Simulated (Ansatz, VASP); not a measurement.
# CsSnI3 in two plane-wave programs

Aim: how closely do two programs agree when they are given the same cell, functional and k mesh? The cell is taken from a series of runs on this material, whose earlier steps may have relaxed, scaled, displaced or heated it; both programs get it as it stands.

Main program and level: Ansatz 0.2.0; plane waves, with VASP 6.6.1 beside it; relaxation of cell and atoms at RPBE.

### 1. Set-up

Symmetry: Pm-3m, No. 221, cubic system. The conventional cell has a = 6.433 Å, b = 6.433 Å, c = 6.433 Å, α = 90.00°, β = 90.00°, γ = 90.00°. Nearest to Cs lie 12 I at 4.55 Å. Nearest to Sn lie 6 I at 3.22 Å. Nearest to I lie 2 Sn at 3.22 Å and 4 Cs at 4.55 Å. Farther neighbours and most contacts between anions are not listed.

### 2. Ansatz: relaxation of cell and atoms, RPBE

Ansatz runs on its default PAW (the set named soft_2) files.

The relaxed volume is the usual yardstick between codes: in a stiff, nearly cubic crystal its relative difference is about their pressure difference at one cell divided by the bulk modulus.

Input file input.yaml:

```yaml
crystal:
  lattice:
    - [6.4331395189, 0.0, 0.0]
    - [0.0, 6.4331395189, 0.0]
    - [0.0, 0.0, 6.4331395189]
  atoms:
    - { symbol: Cs, position: [0.0, 0.0, 0.0] }
    - { symbol: Sn, position: [0.5, 0.5, 0.5] }
    - { symbol: I, position: [0.0, 0.5, 0.5] }
    - { symbol: I, position: [0.5, 0.0, 0.5] }
    - { symbol: I, position: [0.5, 0.5, 0.0] }
kpoints:
  mp_grid: { grid: [4, 4, 4] }
hamiltonian:
  xc: rpbe
scf:
  occupations: { method: gaussian, width: 0.02 }
output:
  forces: true
  stress: true
  eigenvalues: true
relax:
  adjacent_minimum: "off"
  f_tol: 0.005
  max_steps: 80
  cell: { stress_tol: 0.05 }
```

The run is started by

```sh
ansatz run input.yaml --threads 8 --pin off --max-ram 16384MiB --backend cpu --events-out ev --progress --plain --runs-dir out
```

Numbers of over 12 decimals in the logs are rounded to 6 here.

What it wrote:

```text
Engine: ansatz 0.2.0, x86_64-unknown-linux-gnu
Pseudopotentials: kind: paw
Pseudopotential: Cs, paw, valence charge 9, recommended cutoff 420 eV (normal), Cs.paw.azcp
Pseudopotential: Sn, paw, valence charge 14, recommended cutoff 420 eV (normal), Sn.paw.azcp
Pseudopotential: I, paw, valence charge 17, recommended cutoff 420 eV (normal), I.paw.azcp
Functional definition: RPBE
  parameter kappa = 0.804
  parameter beta = 0.066725
  exchange = rpbe_x(kappa = kappa, mu = beta*pi^2/3)
  correlation = pbe_c(beta = beta)
Crystal: 5 atoms, lattice volume = 266.237 Å³
Basis set: ecut = 420 eV, 5185 PW (Γ), exchange–correlation on 90×90×90 points (8 copies of the dense FFT grid, shifted against one another)
Bands: 45, of which v1, the nominal top of the filled ones, is band 37 counted from 1 (36 counted from 0)
Symmetry: 48 space group operations
Space group: Pm-3m (ITA 221), of the structure as read, at distance tolerance 6.4e-5 Å
k-points: 10 of 64
Non-local potential: Cs, projectors of the file, l = 0: 3, l = 1: 2, l = 2: 2, l = 3: 2
Non-local potential: Sn, projectors of the file, l = 0: 2, l = 1: 2, l = 2: 2, l = 3: 2
Non-local potential: I, projectors of the file, l = 0: 2, l = 1: 2, l = 2: 2, l = 3: 2
PAW form: soft (Blöchl's): semilocal exchange-correlation on the pseudo side does not see the compensation charge
PAW frozen core: Cs, regenerated for the run's functional, and the local potential with it (the file was generated under x = pbe(κ = 0.804, μ = 0.219515), c = pbe(β = 0.066725))
PAW frozen core: Sn, regenerated for the run's functional, and the local potential with it (the file was generated under x = pbe(κ = 0.804, μ = 0.219515), c = pbe(β = 0.066725))
PAW frozen core: I, regenerated for the run's functional, and the local potential with it (the file was generated under x = pbe(κ = 0.804, μ = 0.219515), c = pbe(β = 0.066725))
PAW one-centre angular grid: Cs, 194 points (default); XC on 64 Gauss nodes
PAW one-centre angular grid: Sn, 590 points (default); XC on 64 Gauss nodes
PAW one-centre angular grid: I, 590 points (default); XC on 64 Gauss nodes
Initial density: superposition of atomic densities (neutral atoms: chi_scale 0, normalization atom), corrected by the library's trained network
Initial wavefunctions: pseudopotential atomic-orbital guess
Functional: x = rpbe, c = pbe(β = 0.066725)
SCF iter   1: F=—  HF=-34284.213795 eV  |F-HF|=—  |Δ(HF+E_count)|=         —  Δρ=1.51e-3  dr2=7.90e-3  ethr=1.77e-3  ⟨swp⟩=9.5  Hψ=2103  notcnv=0  defer=2
preconditioner: auto → Resta (q_TF=auto, 2.204 Å⁻¹)  ε∞=2.8  [insulator: Δε(μ)=0.799 eV  Ē_g=9.520 eV  σ=0.020 eV  W_gap=1.00  n_scr=56 (ndim 8)  ℏωp=12.9 eV  f_vac=0.194  D(μ)=0.00/eV (n_scr^D=0)  ε∞_Penn≈2.8]
SCF iter   2: F=—  HF=-34284.211446 eV  |F-HF|=—  |Δ(HF+E_count)|=   2.35e-3  Δρ=6.67e-4  dr2=1.35e-3  ethr=1.07e-5  ⟨swp⟩=2.9  Hψ=890  notcnv=0  defer=26
SCF iter   3: F=—  HF=-34284.211849 eV  |F-HF|=—  |Δ(HF+E_count)|=   4.03e-4  Δρ=2.55e-4  dr2=1.68e-4  ethr=1.82e-6  ⟨swp⟩=2.0  Hψ=576  notcnv=0  defer=26
SCF iter   4: F=—  HF=-34284.211997 eV  |F-HF|=—  |Δ(HF+E_count)|=   1.48e-4  Δρ=6.13e-5  dr2=1.11e-5  ethr=2.27e-7  ⟨swp⟩=2.0  Hψ=610  notcnv=0  defer=26
SCF iter   5: F=—  HF=-34284.212005 eV  |F-HF|=—  |Δ(HF+E_count)|=   7.47e-6  Δρ=1.19e-5  dr2=5.11e-7  ethr=1.50e-8  ⟨swp⟩=2.0  Hψ=591  notcnv=0  defer=26
SCF iter   6: F=-34284.212007 eV  HF=-34284.212007 eV  |F-HF|=1.58e-7  |Δ(HF+E_count)|=   2.01e-6  Δρ=4.45e-6  dr2=5.37e-8  ethr=1.35e-10  ⟨swp⟩=12.7  Hψ=2246  notcnv=0
SCF 1 converged in 6 iterations: F = -34284.212007 eV  dr2 = 5.37e-8
  greatest PAW one-centre occupation: 0.999 electrons in one spin orbital (limit 2), on the I atom at site 3 (counted from 0), in its partial waves of l = 2
relax step   1: F+E_penalty+E_count = -34284.21200690 eV  Δ(F+E_penalty+E_count) = +0.000e0 eV  max|allowed force component| = 4.744e-29 eV/Å  Δτ_max = 0.0000 Å  P = +0.084 GPa  Ω = 266.237 Å³  (6 SCF iters, dr2 threshold 1.00e-7 eV, accepted)
[...]
relax step   2: F+E_penalty+E_count = -34284.21224218 eV  Δ(F+E_penalty+E_count) = -2.353e-4 eV  max|allowed force component| = 2.064e-29 eV/Å  Δτ_max = 0.0000 Å  P = +0.051 GPa  Ω = 266.889 Å³  energy of the carried Pulay correction = -3.882e-5 eV  (5 SCF iters, dr2 threshold 1.75e-8 eV, accepted)
[...]
relax step   3: F+E_penalty+E_count = -34284.21234989 eV  Δ(F+E_penalty+E_count) = -1.077e-4 eV  max|allowed force component| = 2.021e-29 eV/Å  Δτ_max = 0.0000 Å  P = +0.001 GPa  Ω = 267.937 Å³  energy of the carried Pulay correction = -1.011e-4 eV  (5 SCF iters, dr2 threshold 6.61e-9 eV, accepted)
[...]
relax step   4: F+E_penalty+E_count = -34284.21246425 eV  Δ(F+E_penalty+E_count) = -1.144e-4 eV  max|allowed force component| = 1.872e-29 eV/Å  Δτ_max = 0.0000 Å  P = +0.001 GPa  Ω = 267.937 Å³  stress off target by 5.08e-4 GPa  SCF on the basis re-selected at this cell (its energy is not comparable with the rows above)  (7 SCF iters)
basis re-selected at this cell: Δ(F+E_penalty+E_count) = -1.144e-4 eV, ΔP = -0.000 GPa vs the last step (what re-selecting the basis moved, of the pressure what is left beyond the Pulay correction that the steps carried, after the strain that the cell walked since its last selection, with what the two solves' SCF thresholds leave and, on support functions, any second-order correction that the steps lacked; it is no m [...]
SCF converged after 7 iterations
Free energy (F): -34284.212464 eV
Harris-Foulkes:  -34284.212464 eV  (|F-HF|=3.35e-10)
Internal energy: -34284.212464 eV  (E = F + TS)
E sigma→0 (E₀):  -34284.212464 eV
Fermi energy:    4.253785 eV
--- Per-component energies (eV) ---
  E_band       = -1485.843843
  E_kinetic    = 889.319340
  E_local      = -9188.565246  (includes V_loc(G=0)·N_el)
  E_nonlocal   = -278.862903
  E_hartree    = 4657.343946
  E_xc         = -942.586295
  E_vxc        = -605.734162  (∫ρ·V_xc dr)
  E_paw        = -23691.666880  (= ΣΔE_a)
  E_vpaw       = -1616.688776  (= ΣTr[D̂ρ^β])
  E_aug_tail   = -0.000076  (compensation charges beyond the density's cutoff)
  E_ewald      = -5728.984168
  E_core_change = -0.210184  (= ΣΔE_core)
  E_smearing   = -0.000000  (= −TS)
  E_closure    = 0.000000  (closes the sum)
  Σ components = -34284.212464   (vs F -34284.212464, Δ=0.00e0)
--- Forces (eV/Å), atoms counted from 1 ---
  atom   1  Cs     0.00000000    -0.00000000     0.00000000
  atom   2  Sn     0.00000000    -0.00000000    -0.00000000
  atom   3  I      0.00000000     0.00000000     0.00000000
  atom   4  I      0.00000000     0.00000000    -0.00000000
  atom   5  I      0.00000000    -0.00000000    -0.00000000
  max |Σ_I F_I| component: 2.60e-29 eV/Å
--- Stress (GPa, compression-positive) ---
        0.000508       0.000000      -0.000000
        0.000000       0.000508      -0.000000
       -0.000000      -0.000000       0.000508
  P = ⅓ Tr σ = 0.0005 GPa (0.005 kbar)
--- Band table (eV; the first three rows and the last of 10) ---
  k-point 0: bands = [... 33 lower, 2.1920, 2.2949, 2.2949, 2.2949, 6.7890, 7.8327, 7.8327, 8.1343, ... 4 higher]
  k-point 1: bands = [... 33 lower, 2.1371, 2.2449, 2.2449, 2.2788, 6.8203, 7.2911, 8.1134, 8.1518, ... 4 higher]
  k-point 2: bands = [... 33 lower, 2.0846, 2.2173, 2.2173, 2.6396, 5.3030, 8.0990, 8.1106, 8.1106, ... 4 higher]
  k-point 9: bands = [... 33 lower, 2.6592, 2.6592, 2.6592, 3.8550, 4.6531, 4.6531, 4.6531, 7.6322, ... 4 higher]
--- Relaxed structure (3 steps of the walk, 3 accepted, 1 SCFs on fresh bases) ---
  F+E_penalty+E_count = -34284.21246425 eV   max|allowed force component| = 1.872e-29 eV/Å   (the final SCF, on the basis selected at the relaxed cell)
  cell:  # Å, volume = 267.9369 Å³
    - [6.446799, 0, 0]
    - [0, 6.446799, 0.0]
    - [0, 0.0, 6.446799]
  atoms:
    - { symbol: Cs, position: [0, 0, 0] }
    - { symbol: Sn, position: [0.5, 0.5, 0.5] }
    - { symbol: I, position: [0, 0.5, 0.5] }
    - { symbol: I, position: [0.5, 0, 0.5] }
    - { symbol: I, position: [0.5, 0.5, 0] }
```

### 3. VASP: relaxation of cell and atoms, RPBE

The same cell, functional, mesh and smearing now go to VASP, with its own data sets.

Lines of VASP's logs that name or quote its potential files are left out, and so is its time.

Input file INCAR:

```
SYSTEM = CsSnI3
PREC = Accurate
ENCUT = 500
EDIFF = 1E-07
NELM = 120
ISMEAR = 0
SIGMA = 0.02
LREAL = .FALSE.
ALGO = Normal
GGA = RP
NBANDS = 28
LORBIT = 11
LWAVE = .FALSE.
LCHARG = .FALSE.
ISIF = 3
IBRION = 2
NSW = 80
EDIFFG = -0.005
LASPH = .TRUE.
GGA_COMPAT = .FALSE.
NELMIN = 4
EFERMI = MIDGAP
KPAR = 2
```

Input file POSCAR:

```
CsSnI3
1.0
    6.4331400000      0.0000000000      0.0000000000
    0.0000000000      6.4331400000      0.0000000000
    0.0000000000      0.0000000000      6.4331400000
Cs Sn I
1 1 3
Direct
    0.0000000000      0.0000000000      0.0000000000
    0.5000000000      0.5000000000      0.5000000000
    0.0000000000      0.5000000000      0.5000000000
    0.5000000000      0.0000000000      0.5000000000
    0.5000000000      0.5000000000      0.0000000000
```

Input file KPOINTS:

```
Automatic mesh
0
Gamma
4 4 4
0 0 0
```

The projector-augmented-wave data sets are Cs_sv, Sn_d and I (PBE family, release 64).

The run is started by

```sh
mpirun -np 2 vasp_std
```

What it wrote:

```text
[banner, memory and clock lines left out]
running    2 mpi-ranks, on    1 nodes
 distrk:  each k-point on    1 cores,    2 groups
 distr:  one band on    1 cores,    1 groups

 POSCAR found type information on POSCAR CsSnI
 POSCAR found :  3 types and       5 ions
|                                                                             |
|               ----> ADVICE to this user running VASP <----                  |
|                                                                             |
|     You enforced a specific xc type in the INCAR file but a different       |
|     [... a line on the potential file left out ...]
|     I HOPE YOU KNOW WHAT YOU ARE DOING!                                     |
|                                                                             |

 LDA part: xc-table for (Slater+PW92), standard interpolation
 POSCAR, INCAR and KPOINTS ok, starting setup
 FFT: planning ... GRIDC
 FFT: planning ... GRID_SOFT
 FFT: planning ... GRID
 WAVECAR not read
 entering main loop
       N       E                     dE             d eps       ncg     rms          rms(c)
DAV:   1     0.341617667392E+03    0.34162E+03   -0.17589E+04   560   0.135E+03
DAV:   2     0.291597849205E+02   -0.31246E+03   -0.30362E+03   660   0.279E+02
DAV:   3    -0.116196636826E+02   -0.40779E+02   -0.40400E+02   656   0.114E+02
DAV:   4    -0.132923082230E+02   -0.16726E+01   -0.16687E+01   708   0.273E+01
DAV:   5    -0.133439510710E+02   -0.51643E-01   -0.51636E-01   868   0.447E+00    0.377E+00
DAV:   6    -0.129550340545E+02    0.38892E+00   -0.59583E-01   668   0.386E+00    0.254E+00
DAV:   7    -0.129254106702E+02    0.29623E-01   -0.43740E-01   672   0.265E+00    0.125E+00
DAV:   8    -0.129408006746E+02   -0.15390E-01   -0.71133E-02   636   0.186E+00    0.327E-01
DAV:   9    -0.129398180299E+02    0.98264E-03   -0.75321E-03   688   0.640E-01    0.159E-01
DAV:  10    -0.129404825246E+02   -0.66449E-03   -0.17424E-03   684   0.233E-01    0.826E-02
DAV:  11    -0.129406668847E+02   -0.18436E-03   -0.66159E-04   656   0.184E-01    0.258E-02
DAV:  12    -0.129406767298E+02   -0.98451E-05   -0.69397E-05   704   0.606E-02    0.304E-02
DAV:  13    -0.129406755734E+02    0.11564E-05   -0.56101E-06   680   0.160E-02    0.129E-02
DAV:  14    -0.129406748858E+02    0.68760E-06   -0.55361E-06   692   0.168E-02    0.132E-03
DAV:  15    -0.129406749324E+02   -0.46623E-07   -0.50996E-07   644   0.333E-03
   1 F= -.12940675E+02 E0= -.12940675E+02  d E =-.129407E+02
 curvature:   0.00 expect dE= 0.000E+00 dE for cont linesearch  0.000E+00
 trial: gam= 0.00000 g(F)=  0.000E+00 g(S)=  0.479E-03 ort = 0.000E+00 (trialstep = 0.100E+01)
 search vector abs. value=  0.479E-03
 bond charge predicted
       N       E                     dE             d eps       ncg     rms          rms(c)
DAV:   1    -0.129451221932E+02   -0.44473E-02   -0.88077E-02   680   0.237E+00    0.338E-01
DAV:   2    -0.129419032374E+02    0.32190E-02   -0.52179E-03   676   0.576E-01    0.147E-01
DAV:   3    -0.129410429065E+02    0.86033E-03   -0.26802E-03   720   0.373E-01    0.617E-02
DAV:   4    -0.129410229524E+02    0.19954E-04   -0.60633E-05   612   0.495E-02    0.469E-02
DAV:   5    -0.129410041565E+02    0.18796E-04   -0.33783E-05   764   0.375E-02    0.892E-03
DAV:   6    -0.129410032985E+02    0.85798E-06   -0.37006E-06   696   0.170E-02    0.243E-03
DAV:   7    -0.129410032036E+02    0.94991E-07   -0.43080E-07   612   0.446E-03
   2 F= -.12941003E+02 E0= -.12941003E+02  d E =-.328271E-03
 trial-energy change:   -0.000328  1 .order   -0.000331   -0.000479   -0.000183
 step:   1.6729(harm=  1.6160)  dis= 0.00000  next Energy=   -12.941064 (dE=-0.389E-03)
 bond charge predicted
       N       E                     dE             d eps       ncg     rms          rms(c)
DAV:   1    -0.129429188590E+02   -0.19156E-02   -0.39795E-02   676   0.159E+00    0.227E-01
DAV:   2    -0.129414659989E+02    0.14529E-02   -0.23605E-03   668   0.394E-01    0.983E-02
DAV:   3    -0.129410764863E+02    0.38951E-03   -0.12128E-03   716   0.250E-01    0.416E-02
DAV:   4    -0.129410661643E+02    0.10322E-04   -0.27347E-05   604   0.332E-02    0.315E-02
DAV:   5    -0.129410564002E+02    0.97641E-05   -0.15301E-05   740   0.253E-02    0.596E-03
DAV:   6    -0.129410558696E+02    0.53063E-06   -0.16928E-06   680   0.115E-02    0.162E-03
DAV:   7    -0.129410557813E+02    0.88288E-07   -0.18476E-07   452   0.299E-03
   3 F= -.12941056E+02 E0= -.12941056E+02  d E =-.380849E-03
 curvature:  -0.80 expect dE=-0.420E-06 dE for cont linesearch -0.420E-06
 trial: gam= 0.00000 g(F)=  0.157E-63 g(S)=  0.525E-06 ort =-0.159E-04 (trialstep = 0.113E+01)
 search vector abs. value=  0.525E-06
 reached required accuracy - stopping structural energy minimisation
```

[end of part 1 of 2]

[Lines on the potential files, build, host, timing and source positions are cut from VASP's logs without a mark.]

[Logs are printed without paths, hosts, clocks, repeated set-up lines and the standing remarks that a program may print on its own settings, such as how far it seeks lower states.]

[Hosts, paths, dates, database ids (printed as entryN), source tags and the programs' standing remarks are cut or masked in the printed files.]
